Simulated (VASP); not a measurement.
Given:

```
CELL_PARAMETERS angstrom
     -1.69400     1.69400     1.69400
      1.69400    -1.69400     1.69400
      1.69400     1.69400    -1.69400
ATOMIC_POSITIONS crystal
  Li 0.00000 0.00000 0.00000
```

Calculation: vdW-DF2, VASP's PBE PAW potentials (set 64) (plane waves; VASP). Numerical set-up: 520 eV cut-off, Gaussian smearing of 0.050 eV, potentials Li_sv.

Problem. Predict the band gap (along the path) with the smallest direct gap where there is one.

Solution. 
```
Item                                                         Result
-------------------------  ----------------------------------------
band gap (along the path)  none (metal, semimetal or under 0.01 eV)
```

Total energies compare only between runs with the same potentials, cut-off and functional.

The compound is Li in the bcc structure. It was relaxed first, which changed the volume by -9 %.
